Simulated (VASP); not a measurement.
# YBRh3: structure and properties in VASP, part 4 of 5

What structure does YBRh3 take at this level, and what are its properties? The start is a cell from a database of measured crystal structures.

VASP 6.6.1; rev-vdW-DF2; plane waves and PAW (Y_sv, B, Rh_pv).

Still holding for the runs below: This run has no spin polarisation. Its electron count is odd, so without a moment it is a metal by construction. The k-mesh is coarse for a metal.

So far. Step 5 (Density of states (rev-vdW-DF2)): The finer mesh and the other smearing move the Fermi level by +0.04 eV from the 5×5×5 run, a small shift, which tests the Fermi level alone. Of the states within 0.3 eV of the Fermi level, the largest shares in the PAW spheres are Rh d 87 %. The rest lies in smaller channels or between the spheres. Step 7 (Volume scan with rev-vdW-DF2): The pressure here is 13.85 GPa.

**8. Volume scan with rev-vdW-DF2 (run 2)**

File INCAR:

```
SYSTEM = YBRh3
PREC = Accurate
ENCUT = 420
EDIFF = 1E-06
NELM = 100
ISMEAR = 1
SIGMA = 0.2
LREAL = .FALSE.
ALGO = Normal
GGA = MK
AGGAC = 0
LUSE_VDW = .TRUE.
PARAM1 = 0.1234
PARAM2 = 0.711357
ZAB_VDW = -1.8867
LASPH = .TRUE.
NBANDS = 36
LORBIT = 11
LWAVE = .FALSE.
LCHARG = .FALSE.
KPAR = 4
ISIF = 2
```

File POSCAR:

```
YBRh3
1.0
    4.1171012601      0.0000000000      0.0000000000
    0.0000000000      4.1171012601      0.0000000000
    0.0000000000      0.0000000000      4.1171012601
Y B Rh
1 1 3
Direct
    0.0000000000      0.0000000000      0.0000000000
    0.5000000000      0.5000000000      0.5000000000
    0.0000000000      0.5000000000      0.5000000000
    0.5000000000      0.0000000000      0.5000000000
    0.5000000000      0.5000000000      0.0000000000
```

File KPOINTS:

```
Automatic mesh
0
Gamma
5 5 5
0 0 0
```

Potentials, in the order of the species: Y_sv, B and Rh_pv (PBE family, release 64).

The run is started by

```console
mpirun -np 4 vasp_std
```

Log:

```text
[... set-up lines as in an earlier step ...]
 entering main loop
       N       E                     dE             d eps       ncg     rms          rms(c)
DAV:   1     0.597435122273E+03    0.59744E+03   -0.32004E+04   736   0.153E+03
DAV:   2    -0.439982468661E+01   -0.60183E+03   -0.58748E+03   756   0.487E+02
DAV:   3    -0.296311909835E+02   -0.25231E+02   -0.24661E+02   884   0.951E+01
DAV:   4    -0.305314388757E+02   -0.90025E+00   -0.89821E+00  1020   0.145E+01
DAV:   5    -0.305422960388E+02   -0.10857E-01   -0.10855E-01   848   0.151E+00    0.469E+01
DAV:   6    -0.279243529073E+02    0.26179E+01   -0.15012E+01   808   0.233E+01    0.203E+01
DAV:   7    -0.277262608797E+02    0.19809E+00   -0.32982E+00   856   0.107E+01    0.168E+01
DAV:   8    -0.276185716616E+02    0.10769E+00   -0.74717E-01   872   0.523E+00    0.362E+00
DAV:   9    -0.276178635437E+02    0.70812E-03   -0.29688E-02   864   0.840E-01    0.661E-01
DAV:  10    -0.276164106124E+02    0.14529E-02   -0.59769E-03   868   0.436E-01    0.229E-01
DAV:  11    -0.276164086270E+02    0.19854E-05   -0.92040E-04   996   0.148E-01    0.168E-01
DAV:  12    -0.276163971688E+02    0.11458E-04   -0.86245E-05   760   0.528E-02    0.278E-02
DAV:  13    -0.276163979414E+02   -0.77263E-06   -0.39883E-06   808   0.972E-03
   1 F= -.27616398E+02 E0= -.27615379E+02  d E =-.305687E-02
```

Wall time 19 s (4 MPI ranks of Intel Xeon 6975P-C (Granite Rapids), shared host); peak memory 1.3 GiB; 69 s of CPU time.

From OUTCAR (step 8):

```text
   ENCUT  =  420.0 eV  30.87 Ry    5.56 a.u.   6.88  6.88  6.88*2*pi/ulx,y,z

   NELECT =      59.0000    total number of electrons

 E-fermi :   8.7896

 k-point     1 :       0.0000    0.0000    0.0000
  band No.  band energies     occupation
    ...
     24       7.5173      2.00000
     25       7.5173      2.00000
     26       8.1723      2.00011
     27       8.1723      2.00011
     28       8.1723      2.00011
     29       9.1406     -0.03242
     30       9.1635     -0.02379
     31       9.1635     -0.02379
     32       9.1635     -0.02379
     33      12.7668     -0.00000
    ...

Total vdW correction in eV:      7.6394239

  Total        3.8022875      3.8022875      3.8022875      0.0000000      0.0000000      0.0000000
  in kB       87.2932951     87.2932951     87.2932951      0.0000000      0.0000000      0.0000000
  external PRESSURE =      87.2932951 kB  Pullay stress =       0.0000000 kB

 POSITION                                       TOTAL-FORCE (eV/Angst)
 -----------------------------------------------------------------------------------
      0.00000      0.00000      0.00000         0.000000      0.000000      0.000000
      2.05855      2.05855      2.05855         0.000000      0.000000      0.000000
      0.00000      2.05855      2.05855         0.000000      0.000000      0.000000
      2.05855      0.00000      2.05855         0.000000      0.000000      0.000000
      2.05855      2.05855      0.00000         0.000000      0.000000      0.000000
 -----------------------------------------------------------------------------------
    total drift:                                0.000000      0.000000      0.000000

  FREE ENERGIE OF THE ION-ELECTRON SYSTEM (eV)
  ---------------------------------------------------
  free  energy   TOTEN  =       -27.6163979414 eV

  energy  without entropy=      -27.6133410697  energy(sigma->0) =      -27.61537898

Total vdW correction in eV:      7.6393332

[... 4 parts as in an earlier step ...]

[... 12 further parts left out ...]
```

Numbers from this step:

```yaml
free_energy_toten: -27.62 eV
energy_at_zero_smearing: -27.62 eV
fermi_energy: 8.790 eV
pressure: 8.729 GPa
```

The pressure falls from 13.85 to 8.73 GPa.

The run ends at a pressure of 8.73 GPa.

**9. Volume scan with rev-vdW-DF2 (run 3)**

INCAR is that of step 8.

POSCAR, as its differences from that of step 8:

```diff
@@ -2,5 +2,5 @@
 1.0
-    4.1171012601      0.0000000000      0.0000000000
-    0.0000000000      4.1171012601      0.0000000000
-    0.0000000000      0.0000000000      4.1171012601
+    4.1454959592      0.0000000000      0.0000000000
+    0.0000000000      4.1454959592      0.0000000000
+    0.0000000000      0.0000000000      4.1454959592
 Y B Rh
```

KPOINTS is that of step 8.

The run is started by

```console
mpirun -np 4 vasp_std
```

Log:

```text
[... set-up lines as in an earlier step ...]
 entering main loop
       N       E                     dE             d eps       ncg     rms          rms(c)
DAV:   1     0.598290862534E+03    0.59829E+03   -0.31585E+04   720   0.153E+03
DAV:   2    -0.442876636230E+01   -0.60272E+03   -0.58920E+03   756   0.490E+02
DAV:   3    -0.296699123342E+02   -0.25241E+02   -0.24565E+02   864   0.960E+01
DAV:   4    -0.305634223237E+02   -0.89351E+00   -0.89116E+00   976   0.143E+01
[...]
DAV:  11    -0.276781086562E+02   -0.37328E-05   -0.11805E-03   984   0.172E-01    0.209E-01
DAV:  12    -0.276780901483E+02    0.18508E-04   -0.12870E-04   780   0.637E-02    0.352E-02
DAV:  13    -0.276780911334E+02   -0.98514E-06   -0.61833E-06   856   0.116E-02
   1 F= -.27678091E+02 E0= -.27676991E+02  d E =-.330087E-02
```

Run time: 19 s. Hardware: 4 MPI ranks; peak memory 1.3 GiB; 69 s of CPU time.

Parts of OUTCAR (step 9):

```text
  Total        1.8477659      1.8477659      1.8477659      0.0000000      0.0000000      0.0000000
  in kB       41.5554559     41.5554559     41.5554559      0.0000000      0.0000000      0.0000000
  external PRESSURE =      41.5554559 kB  Pullay stress =       0.0000000 kB

 POSITION                                       TOTAL-FORCE (eV/Angst)
 -----------------------------------------------------------------------------------
      0.00000      0.00000      0.00000         0.000000      0.000000      0.000000
      2.07275      2.07275      2.07275         0.000000      0.000000      0.000000
      0.00000      2.07275      2.07275         0.000000      0.000000      0.000000
      2.07275      0.00000      2.07275         0.000000      0.000000      0.000000
      2.07275      2.07275      0.00000         0.000000      0.000000      0.000000
 -----------------------------------------------------------------------------------
    total drift:                                0.000000      0.000000      0.000000

  FREE ENERGIE OF THE ION-ELECTRON SYSTEM (eV)
  ---------------------------------------------------
  free  energy   TOTEN  =       -27.6780911334 eV

  energy  without entropy=      -27.6747902676  energy(sigma->0) =      -27.67699084

[... 1 part as in an earlier step ...]

[... 2 further parts left out ...]
[key lines of the parts left out:]
E-fermi :   8.5193
```

The pressure falls from 8.73 to 4.16 GPa.

The run ends at a pressure of 4.16 GPa.

**10. Volume scan with rev-vdW-DF2 (run 4)**

INCAR is that of step 9.

POSCAR, as its differences from that of step 9:

```diff
@@ -2,5 +2,5 @@
 1.0
-    4.1454959592      0.0000000000      0.0000000000
-    0.0000000000      4.1454959592      0.0000000000
-    0.0000000000      0.0000000000      4.1454959592
+    4.1735069167      0.0000000000      0.0000000000
+    0.0000000000      4.1735069167      0.0000000000
+    0.0000000000      0.0000000000      4.1735069167
 Y B Rh
```

KPOINTS is that of step 9.

The run is started by

```console
mpirun -np 4 vasp_std
```

Log:

```text
[... set-up lines as in an earlier step ...]
 entering main loop
       N       E                     dE             d eps       ncg     rms          rms(c)
DAV:   1     0.588615683577E+03    0.58862E+03   -0.31618E+04   728   0.152E+03
DAV:   2    -0.513964846703E+01   -0.59376E+03   -0.58186E+03   756   0.482E+02
DAV:   3    -0.296877737655E+02   -0.24548E+02   -0.23875E+02   876   0.926E+01
DAV:   4    -0.305546897978E+02   -0.86692E+00   -0.86466E+00  1000   0.140E+01
[...]
DAV:  12    -0.277006451849E+02    0.27586E-04   -0.18845E-04   780   0.777E-02    0.411E-02
DAV:  13    -0.277006464175E+02   -0.12325E-05   -0.10857E-05   844   0.145E-02    0.555E-03
DAV:  14    -0.277006464619E+02   -0.44372E-07   -0.82269E-07   448   0.607E-03
   1 F= -.27700646E+02 E0= -.27699458E+02  d E =-.356587E-02
```

Elapsed: 21 s, on 4 MPI ranks; peak memory 1.3 GiB.

From OUTCAR (step 10):

```text
  Total        0.0060509      0.0060509      0.0060509      0.0000000      0.0000000     -0.0000000
  in kB        0.1333598      0.1333598      0.1333598      0.0000000      0.0000000     -0.0000000
  external PRESSURE =       0.1333598 kB  Pullay stress =       0.0000000 kB

  FREE ENERGIE OF THE ION-ELECTRON SYSTEM (eV)
  ---------------------------------------------------
  free  energy   TOTEN  =       -27.7006464619 eV

  energy  without entropy=      -27.6970805892  energy(sigma->0) =      -27.69945784

[... 3 parts as in an earlier step ...]

[... 1 further part left out ...]
[key lines of the parts left out:]
E-fermi :   8.2604
```

The pressure falls from 4.16 to 0.01 GPa.

The run ends at a pressure of 0.01 GPa.

**11. Volume scan with rev-vdW-DF2 (run 5)**

INCAR is that of step 10.

POSCAR, as its differences from that of step 10:

```diff
@@ -2,5 +2,5 @@
 1.0
-    4.1735069167      0.0000000000      0.0000000000
-    0.0000000000      4.1735069167      0.0000000000
-    0.0000000000      0.0000000000      4.1735069167
+    4.2011468409      0.0000000000      0.0000000000
+    0.0000000000      4.2011468409      0.0000000000
+    0.0000000000      0.0000000000      4.2011468409
 Y B Rh
```

KPOINTS is that of step 10.

The run is started by

```console
mpirun -np 4 vasp_std
```

Log:

```text
[... set-up lines as in an earlier step ...]
 entering main loop
       N       E                     dE             d eps       ncg     rms          rms(c)
DAV:   1     0.580319062120E+03    0.58032E+03   -0.31626E+04   728   0.151E+03
DAV:   2    -0.564773493818E+01   -0.58597E+03   -0.57142E+03   756   0.477E+02
DAV:   3    -0.295649030896E+02   -0.23917E+02   -0.23221E+02   868   0.925E+01
DAV:   4    -0.305204834565E+02   -0.95558E+00   -0.95386E+00  1032   0.142E+01
[...]
DAV:  12    -0.276879777476E+02    0.42424E-04   -0.23221E-04   800   0.866E-02    0.401E-02
DAV:  13    -0.276879794225E+02   -0.16748E-05   -0.15865E-05   856   0.164E-02    0.589E-03
DAV:  14    -0.276879795455E+02   -0.12300E-06   -0.11841E-06   476   0.746E-03
   1 F= -.27687980E+02 E0= -.27686703E+02  d E =-.383041E-02
```

Wall time 21 s (4 MPI ranks); peak memory 1.3 GiB.

Parts of OUTCAR (step 11):

```text
  Total       -1.6898836     -1.6898836     -1.6898836      0.0000000      0.0000000     -0.0000000
  in kB      -36.5143673    -36.5143673    -36.5143673      0.0000000      0.0000000     -0.0000000
  external PRESSURE =     -36.5143673 kB  Pullay stress =       0.0000000 kB

 POSITION                                       TOTAL-FORCE (eV/Angst)
 -----------------------------------------------------------------------------------
      0.00000      0.00000      0.00000         0.000000      0.000000      0.000000
      2.10057      2.10057      2.10057         0.000000      0.000000      0.000000
      0.00000      2.10057      2.10057         0.000000      0.000000      0.000000
      2.10057      0.00000      2.10057         0.000000      0.000000      0.000000
      2.10057      2.10057      0.00000         0.000000      0.000000      0.000000
 -----------------------------------------------------------------------------------
    total drift:                                0.000000      0.000000      0.000000

  FREE ENERGIE OF THE ION-ELECTRON SYSTEM (eV)
  ---------------------------------------------------
  free  energy   TOTEN  =       -27.6879795455 eV

  energy  without entropy=      -27.6841491311  energy(sigma->0) =      -27.68670274

[... 1 part as in an earlier step ...]

[... 2 further parts left out ...]
[key lines of the parts left out:]
E-fermi :   8.0114
```

The pressure falls from 0.01 to -3.65 GPa.

The run ends at a pressure of -3.65 GPa.

**12. Volume scan with rev-vdW-DF2 (run 6)**

INCAR is that of step 11.

POSCAR, as its differences from that of step 11:

```diff
@@ -2,5 +2,5 @@
 1.0
-    4.2011468409      0.0000000000      0.0000000000
-    0.0000000000      4.2011468409      0.0000000000
-    0.0000000000      0.0000000000      4.2011468409
+    4.2284277796      0.0000000000      0.0000000000
+    0.0000000000      4.2284277796      0.0000000000
+    0.0000000000      0.0000000000      4.2284277796
 Y B Rh
```

KPOINTS is that of step 11.

The run is started by

```console
mpirun -np 4 vasp_std
```

Log:

```text
[... set-up lines as in an earlier step ...]
 entering main loop
       N       E                     dE             d eps       ncg     rms          rms(c)
DAV:   1     0.580297707374E+03    0.58030E+03   -0.31669E+04   728   0.151E+03
DAV:   2    -0.583822551966E+01   -0.58614E+03   -0.57365E+03   776   0.479E+02
DAV:   3    -0.295277292177E+02   -0.23690E+02   -0.22981E+02   876   0.913E+01
DAV:   4    -0.304487376273E+02   -0.92101E+00   -0.91866E+00  1004   0.139E+01
[...]
DAV:  12    -0.276433839508E+02    0.52253E-04   -0.27476E-04   812   0.939E-02    0.421E-02
DAV:  13    -0.276433855968E+02   -0.16461E-05   -0.17792E-05   852   0.176E-02    0.600E-03
DAV:  14    -0.276433857541E+02   -0.15725E-06   -0.12645E-06   496   0.766E-03
   1 F= -.27643386E+02 E0= -.27642021E+02  d E =-.409574E-02
```

Run time: 21 s. Hardware: 4 MPI ranks; peak memory 1.3 GiB.

From OUTCAR (step 12):

```text
  Total       -3.2726698     -3.2726698     -3.2726698      0.0000000      0.0000000      0.0000000
  in kB      -69.3547194    -69.3547194    -69.3547194      0.0000000      0.0000000      0.0000000
  external PRESSURE =     -69.3547194 kB  Pullay stress =       0.0000000 kB

 POSITION                                       TOTAL-FORCE (eV/Angst)
 -----------------------------------------------------------------------------------
      0.00000      0.00000      0.00000         0.000000      0.000000      0.000000
      2.11421      2.11421      2.11421         0.000000      0.000000      0.000000
      0.00000      2.11421      2.11421         0.000000      0.000000      0.000000
      2.11421      0.00000      2.11421         0.000000      0.000000      0.000000
      2.11421      2.11421      0.00000         0.000000      0.000000      0.000000
 -----------------------------------------------------------------------------------
    total drift:                                0.000000      0.000000      0.000000

  FREE ENERGIE OF THE ION-ELECTRON SYSTEM (eV)
  ---------------------------------------------------
  free  energy   TOTEN  =       -27.6433857541 eV

  energy  without entropy=      -27.6392900176  energy(sigma->0) =      -27.64202051

[... 1 part as in an earlier step ...]

[... 2 further parts left out ...]
[key lines of the parts left out:]
E-fermi :   7.7720
```

The pressure falls from -3.65 to -6.94 GPa.

The run ends at a pressure of -6.94 GPa.

**13. Volume scan with rev-vdW-DF2 (run 7)**

A prediction first. A parabola through the 6 pressures of evenly scaled cells so far, P = 0.02 -195.1 t +458 t² GPa with t = ln(V/V₁) and V₁ the volume at scale 1, gives -9.79 GPa at t = +0.0583.

INCAR is that of step 12.

POSCAR, as its differences from that of step 12:

```diff
@@ -2,5 +2,5 @@
 1.0
-    4.2284277796      0.0000000000      0.0000000000
-    0.0000000000      4.2284277796      0.0000000000
-    0.0000000000      0.0000000000      4.2284277796
+    4.2553611667      0.0000000000      0.0000000000
+    0.0000000000      4.2553611667      0.0000000000
+    0.0000000000      0.0000000000      4.2553611667
 Y B Rh
```

KPOINTS is that of step 12.

The run is started by

```console
mpirun -np 4 vasp_std
```

Log:

```text
[... set-up lines as in an earlier step ...]
 entering main loop
       N       E                     dE             d eps       ncg     rms          rms(c)
DAV:   1     0.568252340845E+03    0.56825E+03   -0.31813E+04   752   0.151E+03
DAV:   2    -0.614483352288E+01   -0.57440E+03   -0.56116E+03   768   0.473E+02
DAV:   3    -0.295775440637E+02   -0.23433E+02   -0.22914E+02   936   0.896E+01
DAV:   4    -0.303507682820E+02   -0.77322E+00   -0.77019E+00  1004   0.129E+01
[...]
DAV:  12    -0.275712163783E+02    0.48433E-04   -0.26968E-04   804   0.926E-02    0.429E-02
DAV:  13    -0.275712180549E+02   -0.16766E-05   -0.18476E-05   860   0.177E-02    0.586E-03
DAV:  14    -0.275712181714E+02   -0.11650E-06   -0.11194E-06   492   0.711E-03
   1 F= -.27571218E+02 E0= -.27569766E+02  d E =-.435684E-02
```

It took 21 s on 4 MPI ranks; peak memory 1.3 GiB; 74 s of CPU time.

From OUTCAR (step 13):

```text
  Total       -4.7405373     -4.7405373     -4.7405373      0.0000000      0.0000000      0.0000000
  in kB      -98.5663946    -98.5663946    -98.5663946      0.0000000      0.0000000      0.0000000
  external PRESSURE =     -98.5663946 kB  Pullay stress =       0.0000000 kB

 POSITION                                       TOTAL-FORCE (eV/Angst)
 -----------------------------------------------------------------------------------
      0.00000      0.00000      0.00000         0.000000      0.000000      0.000000
      2.12768      2.12768      2.12768         0.000000      0.000000      0.000000
      0.00000      2.12768      2.12768         0.000000      0.000000      0.000000
      2.12768      0.00000      2.12768         0.000000      0.000000      0.000000
      2.12768      2.12768      0.00000         0.000000      0.000000      0.000000
 -----------------------------------------------------------------------------------
    total drift:                                0.000000      0.000000      0.000000

  FREE ENERGIE OF THE ION-ELECTRON SYSTEM (eV)
  ---------------------------------------------------
  free  energy   TOTEN  =       -27.5712181714 eV

  energy  without entropy=      -27.5668613308  energy(sigma->0) =      -27.56976589

[... 1 part as in an earlier step ...]

[... 2 further parts left out ...]
[key lines of the parts left out:]
E-fermi :   7.5418
```

The pressure falls from -6.94 to -9.86 GPa. The parabola predicted -9.79 GPa, +0.06 GPa off.

**14. Side by side**

Times are for 4 MPI ranks of Intel Xeon 6975P-C (Granite Rapids), shared host. The runs compared:

| no. | volume scale | energy above the lowest point (meV/atom) | pressure (GPa) | time | memory (GiB) |
| --- | --- | --- | --- | --- | --- |
| 1 | 0.94 | 38 | 13.85 | 19 s | 1.3 |
| 2 | 0.96 | 16.82 | 8.729 | 19 s | 1.3 |
| 3 | 0.98 | 4.49 | 4.156 | 19 s | 1.3 |
| 4 | 1 | 0 | 0.01334 | 21 s | 1.3 |
| 5 | 1.02 | 2.55 | -3.651 | 21 s | 1.3 |
| 6 | 1.04 | 11.49 | -6.935 | 21 s | 1.3 |
| 7 | 1.06 | 25.94 | -9.857 | 21 s | 1.3 |

**15. Fit for rev-vdW-DF2**

This step: Birch-Murnaghan fit, rev-vdW-DF2; plane waves and PAW (VASP 6.6.1).

Derived from the runs above.

Numbers from this step:

```yaml
pressure_derivative_of_the_bulk_modulus: 4.628
r_m_s_error_of_the_fit: 2.00e-5 eV/atom
minimum_inside_the_sampled_range: yes
bulk_modulus: 191.7 GPa
equilibrium_volume_of_the_fit: 14.57 Å³/atom
```

Energy above the fitted minimum against volume:

| volume (Å³/atom) | energy above the fitted minimum (eV/atom) |
| --- | --- |
| 13.667 | 0.0380 |
| 13.957 | 0.0169 |
| 14.248 | 0.00453 |
| 14.539 | 4.1e-5 |
| 14.830 | 0.00259 |
| 15.120 | 0.0115 |
| 15.411 | 0.0260 |

The fitted volume lies +0.23 % from the relaxed one. At a finite cutoff and mesh the minimum of the energy and the zero of the stress don't quite coincide, and the relaxation stops at a threshold.

[end of part 4 of 5]

[Lines on the potential files, build, host, timing and source positions are cut from VASP's logs without a mark.]

[Logs are printed without paths, hosts, clocks, repeated set-up lines and the standing remarks that a program may print on its own settings, such as how far it seeks lower states.]

[Hosts, paths, dates, database ids (printed as entryN), source tags and the programs' standing remarks are cut or masked in the printed files.]

[A measured line is paired with the nearest computed mode of its activity, which favours agreement.]
